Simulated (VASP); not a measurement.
A cell of Au (fcc) near equilibrium:

```xyz
1
Lattice="0.0000 2.0405 2.0405 2.0405 0.0000 2.0405 2.0405 2.0405 0.0000" Properties=species:S:1:pos:R:3 pbc="T T T"
Au     0.0000     0.0000     0.0000
```

Method: PBEsol GGA, VASP's PBE PAW potentials (set 64) (plane waves; VASP).

```tsv
run	ΔE (meV/atom)	σxx	σyy	σzz	largest shear component, with its sign (GPa)	largest force (eV/Å)
as it is	0.0	0.00	0.00	0.00	0.00	0.000
after one change	30.2	-8.88	-8.88	-8.88	0.00	0.000
```
Stress is in GPa, positive when the cell is compressed.

Q: Which change was made?
A) biaxial strain of -4.0 % in the yz plane
B) uniaxial strain of -1.5 % along z
C) isotropic strain of +2.0 %
D) uniaxial strain of +2.0 % along y

A: C, isotropic strain of +2.0 %

The compound is Au in the fcc structure.
